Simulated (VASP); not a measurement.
**Equation of state of TiOs3 under PBE**

```
CELL_PARAMETERS angstrom
3.88773 0.00000 0.00000
0.00000 3.88773 0.00000
0.00000 0.00000 3.88773
ATOMIC_POSITIONS crystal
Os 0.00000 0.50000 0.50000
Os 0.50000 0.00000 0.50000
Os 0.50000 0.50000 0.00000
Ti 0.00000 0.00000 0.00000
```

The cell comes from a database or a generator and needn't be the stable form of this composition.

The cell was scaled at fixed shape and fractions and run with VASP, PBE PAW files Os, Ti_sv, 520 eV; PBE, k mesh 7 × 7 × 7 on the cell of 4 atoms, fermi-dirac occupations of 0.05 eV, no spin polarisation, no spin-orbit coupling. Energies are those that the program minimises, any entropy of the smearing included. For a metal such a mesh isn't converged to the digits shown.

```tsv
V (Å³/atom)	energy over the lowest row (meV/atom)
13.8088	49.45
14.1027	?
14.3965	3.50
14.6903	0.00
14.9841	7.62
15.2779	25.16
15.5717	51.59
```

Fit the third-order Birch-Murnaghan form, give V0, B0 and B′, and predict the energy left open.

With y = (V0/V)^(2/3), E = E0 + (9 V0 B0/16) [(y - 1)³ B′ + (y - 1)² (6 - 4y)]. Least squares through the rows shown give V0 = 14.6311 Å³/atom, E0 = -0.23 meV, B0 = 308.9 GPa (1 eV/Å³ = 160.218 GPa) and B′ = 4.66, with a largest miss of 0.01 meV. At V = 14.1027 the form with these constants gives 19.49 meV; the run gave 19.49 meV an atom.
